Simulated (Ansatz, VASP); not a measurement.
**Si: VASP beside Ansatz**

```
Si
1.0
     0.00000    2.67195    3.09064
     2.67195    0.00000    3.09064
     2.67195    2.67195    0.00000
Si
2
Direct
  0.50000 0.50000 0.50000
  0.75000 0.75000 0.75000
```

Alike in both runs: task single point; functional LDA; k mesh 12 × 12 × 12; occupations gaussian, width 0.05 eV; no spin polarisation.

```csv
,VASP,Ansatz
version,VASP 6.6.1,Ansatz 0.2.0
potentials or method,"VASP PAW LDA potentials, release 64 (Si)","scalar-relativistic, plane waves, PAW"
plane-wave cutoff (eV),520,420
valence electrons in the cell,8,8
```

|  | VASP | Ansatz | Ansatz less VASP |
| --- | --- | --- | --- |
| gap on the k mesh at the Fermi level (eV) | none | none | - |
| pressure (GPa) | -8.8 | -8.8 | -0.03 |
| largest component of the traceless stress (GPa) | 10.78 | 10.77 | -0.006 |

A gap of «none» marks a metal or a gap that the smearing closes. Ansatz warned: «pseudo_functional_mismatch».
